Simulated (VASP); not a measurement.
Here is the system:

```xyz
2
Lattice="0.0000 2.0219 2.0219 2.0219 0.0000 2.0219 2.0219 2.0219 0.0000" Properties=species:S:1:pos:R:3 pbc="T T T"
Li     0.0000     0.0000     0.0000
F      2.0219     2.0219     2.0219
```

Calculation: PBEsol GGA, VASP's PBE PAW potentials (set 64) (plane waves; VASP). Settings: 520 eV cut-off, 11×11×11 Γ-centred mesh, Gaussian smearing of 0.050 eV, potentials Li_sv F.

What does the run give for the energy per atom (σ→0), pressure, band gap (on the k-mesh) with the smallest direct gap where there is one?

- band gap (on the k-mesh): 8.81 eV
- smallest direct gap (on the k-mesh): 8.81 eV
- energy per atom (σ→0): -4.925 eV/atom
- pressure: -2.14 GPa

Total energies compare only between runs with the same potentials, cut-off and functional.

The compound is LiF in the rock salt structure. This cell is one point of a volume scan, at 1.03 of the reference volume.
